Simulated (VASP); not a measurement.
Input:

```
NbSi2
1.0
    4.76679     0.00000     0.00000
   -2.38340     4.12816     0.00000
    0.00000     0.00000     6.56760
Nb Si
3 6
Direct
  0.50000   0.00000   0.00000
  0.50000   0.50000   0.33333
  0.00000   0.50000   0.66667
  0.15962   0.31923   0.00000
  0.84038   0.15962   0.33333
  0.68077   0.84038   0.66667
  0.84038   0.68077   0.00000
  0.15962   0.84038   0.33333
  0.31923   0.15962   0.66667
```

Level of theory: PBEsol GGA, VASP's PBE PAW potentials (set 64) (plane waves; VASP). Run with 400 eV cut-off, 10×10×6 Γ-centred mesh, tetrahedra with Blöchl corrections, potentials Nb_sv Si.

Predict the energy per atom (σ→0), band gap (on the k-mesh) with the smallest direct gap where there is one.

| Property | Value |
|---|---|
| band gap (on the k-mesh) | none (metal, semimetal or under 0.01 eV) |
| energy per atom (σ→0) | -8.143 eV/atom |

Only differences to runs with the same potentials and settings are physical.

The structure was generated: NbSi2 was put into the CrSi2 type (P6_222), a phase also known from measurement. It was relaxed first. The electron count is odd and the run is not spin-polarised, which forces a metal.
